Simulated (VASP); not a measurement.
# HfZr2Se4 (Fd-3m) in VASP: relaxation of cell and atoms with PBE

Aim: the relaxation of cell and atoms of HfZr2Se4 with PBE.

All numbers are computed with VASP 6.6.1; they aren't measurements. Logs are shortened: lines on timing, memory, paths and dates and some standing lists are left out, and cuts for length are marked.

### Step 1. Starting point

Symmetry: Fd-3m, No. 227, cubic system. Conventional cell: a = 10.830 Å, b = 10.830 Å, c = 10.830 Å, α = 90.00°, β = 90.00°, γ = 90.00°. Around Zr (site symmetry -3m) lie 6 Se at 2.65 Å. Around Hf (site symmetry -43m) lie 4 Se at 2.44 Å. Se (site symmetry 3m) has 1 Hf at 2.44 Å and 3 Zr at 2.65 Å as nearest neighbours.

The cell was built by a generator and needn't be a form met in nature.

### Step 2. Relaxation of cell and atoms, PBE

INCAR

```
SYSTEM = HfZr2Se4
PREC = Normal ; ENCUT = 520
EDIFF = 1E-4 ; ISMEAR = 0
SIGMA = 0.15 ; LREAL = Auto
LASPH = .True. ; NELM = 60
ALGO = Fast ; ISIF = 3
LWAVE = .False. ; LCHARG = .False.
GGA = PE ; IBRION = 2
NSW = 24 ; EDIFFG = -0.08
```

KPOINTS

```
Automatic mesh
0
Gamma
  3 3 3
  0 0 0
```

POSCAR

```
HfZr2Se4
1.0
    0.0000000000      5.4150000000      5.4150000000
    5.4150000000      0.0000000000      5.4150000000
    5.4150000000      5.4150000000      0.0000000000
Zr Hf Se
4 2 8
Direct
    0.6250000000      0.6250000000      0.6250000000
    0.6250000000      0.1250000000      0.6250000000
    0.1250000000      0.6250000000      0.6250000000
    0.6250000000      0.6250000000      0.1250000000
    0.0000000000      0.0000000000      0.0000000000
    0.2500000000      0.2500000000      0.2500000000
    0.8700000000      0.3900000000      0.8700000000
    0.3900000000      0.8700000000      0.8700000000
    0.8700000000      0.8700000000      0.8700000000
    0.8700000000      0.8700000000      0.3900000000
    0.3800000000      0.8600000000      0.3800000000
    0.3800000000      0.3800000000      0.8600000000
    0.3800000000      0.3800000000      0.3800000000
    0.8600000000      0.3800000000      0.3800000000
```

Potentials or basis: VASP PAW PBE potentials, release 64 (Zr_sv, Hf_pv, Se).

The run is started by

```console
cat potpaw_PBE.64/Zr_sv/POTCAR potpaw_PBE.64/Hf_pv/POTCAR potpaw_PBE.64/Se/POTCAR > POTCAR
mpirun -np 1 vasp_std > vasp.out
```

OUTCAR:

```text
SYSTEM = HfZr2Se4
   PREC = Normal
   ENCUT = 520
   EDIFF = 1E-4
   ISMEAR = 0
   LREAL = Auto
   LASPH = .True.
   NELM = 60
   ISIF = 3
   GGA = PE
   IBRION = 2
   NSW = 24
   EDIFFG = -0.08

 ion  position               nearest neighbor table
   1  0.625  0.625  0.625-   7 2.65   8 2.65  10 2.65  11 2.65  12 2.65  14 2.65   2 3.83   3 3.83
                             4 3.83   4 3.83   2 3.83   3 3.83
   2  0.625  0.125  0.625-   9 2.65  13 2.65  10 2.65  12 2.65   8 2.65  14 2.65   1 3.83   4 3.83
                             1 3.83   3 3.83   4 3.83   3 3.83
   3  0.125  0.625  0.625-   9 2.65  13 2.65  10 2.65  11 2.65  12 2.65   7 2.65   1 3.83   4 3.83
                             2 3.83   1 3.83   2 3.83   4 3.83
   4  0.625  0.625  0.125-   9 2.65  13 2.65   7 2.65  11 2.65   8 2.65  14 2.65   1 3.83   1 3.83
                             2 3.83   3 3.83   2 3.83   3 3.83
   5  0.000  0.000  0.000-   7 2.44   8 2.44  10 2.44   9 2.44
   6  0.250  0.250  0.250-  11 2.44  12 2.44  14 2.44  13 2.44
   7  0.870  0.390  0.870-   5 2.44   1 2.65   4 2.65   3 2.65
   8  0.390  0.870  0.870-   5 2.44   1 2.65   4 2.65   2 2.65
   9  0.870  0.870  0.870-   5 2.44   3 2.65   4 2.65   2 2.65
  10  0.870  0.870  0.390-   5 2.44   1 2.65   3 2.65   2 2.65
  11  0.380  0.860  0.380-   6 2.44   1 2.65   4 2.65   3 2.65
  12  0.380  0.380  0.860-   6 2.44   1 2.65   3 2.65   2 2.65
  13  0.380  0.380  0.380-   6 2.44   3 2.65   4 2.65   2 2.65
  14  0.860  0.380  0.380-   6 2.44   1 2.65   4 2.65   2 2.65

  LATTYP: Found a face centered cubic cell.
 ALAT       =    10.8300000000

  Lattice vectors:

 A1 = (   0.0000000000,   5.4150000000,   5.4150000000)
 A2 = (   5.4150000000,   0.0000000000,   5.4150000000)
 A3 = (   5.4150000000,   5.4150000000,   0.0000000000)

Analysis of symmetry for initial positions (statically):
=====================================================================
 Subroutine PRICEL returns:
 Original cell was already a primitive cell.

 Routine SETGRP: Setting up the symmetry group for a
 face centered cubic supercell.

 Subroutine GETGRP returns: Found 48 space group operations
 (whereof 24 operations were pure point group operations)
 out of a pool of 48 trial point group operations.

The static configuration has the point symmetry T_d .
 The point group associated with its full space group is O_h .

Analysis of symmetry for dynamics (positions and initial velocities):
=====================================================================
 Subroutine PRICEL returns:
 Original cell was already a primitive cell.

 Routine SETGRP: Setting up the symmetry group for a
 face centered cubic supercell.

 Subroutine GETGRP returns: Found 48 space group operations
 (whereof 24 operations were pure point group operations)
 out of a pool of 48 trial point group operations.

The dynamic configuration has the point symmetry T_d .
 The point group associated with its full space group is O_h .

 Subroutine INISYM returns: Found 48 space group operations
 (whereof 24 operations are pure point group operations),
 and found     1 'primitive' translations

----------------------------------------------------------------------------------------

                                     Primitive cell

  volume of cell :     317.5597

  direct lattice vectors                    reciprocal lattice vectors
     0.000000000  5.415000000  5.415000000    -0.092336103  0.092336103  0.092336103
     5.415000000  0.000000000  5.415000000     0.092336103 -0.092336103  0.092336103
     5.415000000  5.415000000  0.000000000     0.092336103  0.092336103 -0.092336103

  length of vectors
     7.657966440  7.657966440  7.657966440     0.159930822  0.159930822  0.159930822

  position of ions in fractional coordinates (direct lattice)
     0.625000000  0.625000000  0.625000000
     0.625000000  0.125000000  0.625000000
     0.125000000  0.625000000  0.625000000
     0.625000000  0.625000000  0.125000000
     0.000000000  0.000000000  0.000000000
     0.250000000  0.250000000  0.250000000
     0.870000000  0.390000000  0.870000000
     0.390000000  0.870000000  0.870000000
     0.870000000  0.870000000  0.870000000
     0.870000000  0.870000000  0.390000000
     0.380000000  0.860000000  0.380000000
     0.380000000  0.380000000  0.860000000
     0.380000000  0.380000000  0.380000000
     0.860000000  0.380000000  0.380000000

  ion indices of the primitive-cell ions
   primitive index   ion index
                 1           1
                 2           2
                 3           3
                 4           4
                 5           5
                 6           6
                 7           7
                 8           8
                 9           9
                10          10
                11          11
                12          12
                13          13
                14          14

----------------------------------------------------------------------------------------

 KPOINTS: Automatic mesh

Automatic generation of k-mesh.
 Grid dimensions read from file:
 generate k-points for:    3    3    3

 Generating k-lattice:

  Cartesian coordinates                     Fractional coordinates (reciprocal lattice)
    -0.030778701  0.030778701  0.030778701     0.333333333  0.000000000  0.000000000
     0.030778701 -0.030778701  0.030778701     0.000000000  0.333333333  0.000000000
     0.030778701  0.030778701 -0.030778701     0.000000000  0.000000000  0.333333333

  Length of vectors
     0.053310274  0.053310274  0.053310274

  Shift w.r.t. Gamma in fractional coordinates (k-lattice)
     0.000000000  0.000000000  0.000000000

 Subroutine IBZKPT returns following result:
 ===========================================

 Found      4 irreducible k-points:

 Following reciprocal coordinates:
            Coordinates               Weight
  0.000000  0.000000  0.000000      1.000000
  0.333333  0.000000  0.000000      8.000000
  0.333333  0.333333  0.000000      6.000000
 -0.333333  0.333333  0.000000     12.000000
   k-points           NKPTS =      4   k-points in BZ     NKDIM =      4   number of bands    NBANDS=     69
   number of dos      NEDOS =    301   number of ions     NIONS =     14
   total plane-waves  NPLWV = 110592
   dimension x,y,z NGX =    48 NGY =   48 NGZ =   48
   dimension x,y,z NGXF=    96 NGYF=   96 NGZF=   96
   ions per type =               4   2   8
   NGX,Y,Z   is equivalent  to a cutoff of  10.42, 10.42, 10.42 a.u.
   NGXF,Y,Z  is equivalent  to a cutoff of  20.84, 20.84, 20.84 a.u.
 SYSTEM =  HfZr2Se4
   PREC   = normal    normal or accurate (medium, high low for compatibility)
   ISTART =      0    job   : 0-new  1-cont  2-samecut
   ICHARG =      2    charge: 1-file 2-atom 10-const
   ISPIN  =      1    spin polarized calculation?
   LNONCOLLINEAR =      F non collinear calculations
   LSORBIT =      F    spin-orbit coupling
   LASPH  =      T    aspherical Exc in radial PAW
   ENCUT  =  520.0 eV  38.22 Ry    6.18 a.u.  14.24 14.24 14.24*2*pi/ulx,y,z
   NELM   =     60;   NELMIN=  2; NELMDL= -5     # of ELM steps
   EDIFF  = 0.1E-03   stopping-criterion for ELM
   LREAL  =      T    real-space projection
   EDIFFG = -.8E-01   stopping-criterion for IOM
   NSW    =     24    number of steps for IOM
   IBRION =      2    ionic relax: 0-MD 1-quasi-New 2-CG
   NFREE  =      1    steps in history (QN), initial steepest desc. (CG)
   ISIF   =      3    stress and relaxation
   ISYM   =      2    0-nonsym 1-usesym 2-fastsym
   POTIM  = 0.5000    time-step for ionic-motion
   TEBEG  =    0.0;   TEEND  =   0.0 temperature during run
   PSTRESS=    0.0 pullay stress
   NELECT =     116.0000    total number of electrons
   NUPDOWN=      -1.0000    fix difference up-down
   EMIN   =  10.00;   EMAX   =-10.00  energy-range for DOS
   EFERMI =   0.00;   METHOD = LEGACY
   ISMEAR =     0;   SIGMA  =   0.15  broadening in eV -4-tet -1-fermi 0-gaus
   EFERMI_NEDOS =   21; number of points for ismear=-14 and -15
   IALGO  =     68    algorithm
   IMIX   =      4    mixing-type and parameters
     AMIX     =   0.40;   BMIX     =  1.00
     AMIX_MAG =   1.60;   BMIX_MAG =  1.00
  volume/ion in A,a.u.               =      22.68       153.07
  Fermi-wavevector in a.u.,A,eV,Ry     =   1.170269  2.211488 18.633581  1.369530
  Thomas-Fermi vector in A             =   2.306730
   LORBIT       =      0    0 simple, 1 ext, 2 COOP (PROOUT), +10 PAW based schemes
   GGA     = PE    functional components
   LHFCALC =     F    Hartree Fock is set to
   AEXX    =    0.0000 exact exchange contribution
   IVDW    =     0    specifies the selected vdW correction
   LEPSILON=     F    determine dielectric tensor
   LRPA    =     F    only Hartree local field effects (RPA)
 conjugate gradient relaxation of ions
 non-spin polarized calculation
 RMM-DIIS sequential band-by-band and
 Gauss-broadening in eV      SIGMA  =   0.15
  energy-cutoff  :      520.00
  volume of cell :      317.56
 maximum number of plane-waves:      8609
   NGX = 29   NGY = 29   NGZ = 29

--------------------------------------- Ionic step        1  -------------------------------------------

 number of electron     115.9999976 magnetization

 Free energy of the ion-electron system (eV)
  ---------------------------------------------------
  ext. energy  EPLUGINS =         0.00000000
  ---------------------------------------------------
  free energy    TOTEN  =       -94.15544529 eV

  energy without entropy =      -94.00734158  energy(sigma->0) =      -94.08139343

 E-fermi :   6.8592     XC(G=0): -10.1884

 val. band max:        6.7628383907   @ k =  -0.3333   0.3333   0.0000
 cond. band min:       6.8706075743   @ k =   0.3333   0.3333   0.0000
 fundamental gap:      0.1077691836
 Fermi energy:         6.8592086020

 k-point     1 :       0.0000    0.0000    0.0000
  band No.  band energies     occupation
      1     -42.8679      2.00000
      2     -42.8555      2.00000
      3     -42.8555      2.00000
      4     -42.8555      2.00000
      5     -25.1136      2.00000
      6     -25.1136      2.00000
[... 665 lines left out ...]
  energy  without entropy=      -94.0011390458  energy(sigma->0) =      -94.10210472

--------------------------------------- Ionic step        3  -------------------------------------------

 number of electron     115.9999990 magnetization

 Free energy of the ion-electron system (eV)
  ---------------------------------------------------
  ext. energy  EPLUGINS =         0.00000000
  ---------------------------------------------------
  free energy    TOTEN  =       -95.51356159 eV

  energy without entropy =      -95.34196022  energy(sigma->0) =      -95.42776091

 E-fermi :   5.7987     XC(G=0):  -9.6535

 val. band max:        5.7142572513   @ k =  -0.3333   0.3333   0.0000
 cond. band min:       5.8019350966   @ k =   0.3333   0.3333   0.0000
 fundamental gap:      0.0876778453
 Fermi energy:         5.7986841040

 k-point     1 :       0.0000    0.0000    0.0000
  band No.  band energies     occupation
      1     -44.2340      2.00000
      2     -44.2277      2.00000
      3     -44.2277      2.00000
      4     -44.2277      2.00000
      5     -26.4854      2.00000
      6     -26.4854      2.00000
[... 318 lines left out ...]
  FREE ENERGIE OF THE ION-ELECTRON SYSTEM (eV)
  ---------------------------------------------------
  free  energy   TOTEN  =       -95.5135615893 eV

  energy  without entropy=      -95.3419602215  energy(sigma->0) =      -95.42776091

 reached required accuracy - stopping structural energy minimisation
```

Wall time 2.9 min (1 thread of Intel Xeon 6975P-C (Granite Rapids), shared host); peak memory 0.38 GiB.

Results:

| Property | Result |
| --- | --- |
| Free energy | -95.5136 eV |
| Relaxed volume | 25.55 Å³/atom |
| Relaxed cell | a = 7.967 Å, b = 7.967 Å, c = 7.967 Å, α = 60.00°, β = 60.00°, γ = 60.00° |
| Space group after relaxing (to 0.05 Å) | Fd-3m (No. 227) |
| Energy gained by relaxing | 97.0 meV/atom |
| Ionic steps | 3 |
| Pressure after relaxing | -0.2 GPa |
| Largest force after relaxing | 0.005 eV/Å |
| Band gap on the k mesh | none (metal or under the smearing width) |

Forces on the atoms (eV/Å):
```
Zr   0.000  0.000  0.000
Zr   0.000  0.000  0.000
Zr   0.000  0.000  0.000
Zr   0.000  0.000  0.000
Hf   0.000  0.000  0.000
Hf   0.000  0.000  0.000
Se  -0.003  0.003 -0.003
Se   0.003 -0.003 -0.003
Se   0.003  0.003  0.003
Se  -0.003 -0.003  0.003
Se   0.003 -0.003  0.003
Se   0.003  0.003 -0.003
Se  -0.003 -0.003 -0.003
Se  -0.003  0.003  0.003
```

The path:
```
step  energy change (eV)  largest force (eV/Å)  pressure (GPa)  volume (Å³)
   1              0.0000                0.0647           12.32       317.56
   2             -0.0476                0.0298           -7.83       404.69
   3             -1.3581                0.0045           -0.20       357.64
```

Final structure:
```
Zr Hf Se
1.0
     0.00000    5.63383    5.63383
     5.63383    0.00000    5.63383
     5.63383    5.63383    0.00000
Zr Hf Se
4 2 8
Cartesian
  7.0423 7.0423 7.0423
  4.2254 7.0423 4.2254
  7.0423 4.2254 4.2254
  4.2254 4.2254 7.0423
  0.0000 0.0000 0.0000
  2.8169 2.8169 2.8169
  7.0977 9.8038 7.0977
  9.8038 7.0977 7.0977
  9.8038 9.8038 9.8038
  7.0977 7.0977 9.8038
  6.9869 4.2807 6.9869
  6.9869 6.9869 4.2807
  4.2807 4.2807 4.2807
  4.2807 6.9869 6.9869
```

Levels at points of the mesh, in eV from the Fermi level:
```tsv
k point	band 54	band 55	band 56	band 57	band 58	band 59	band 60	band 61
(0.00, 0.00, 0.00)	-2.70	-1.31	-1.31	-1.00	0.11	0.11	0.11	0.48
```

Caveat: the relaxation stopped at a loose force limit of 0.08 eV/Å, so its end isn't a converged minimum. Spin-orbit coupling is left out, which matters for the levels of Hf.
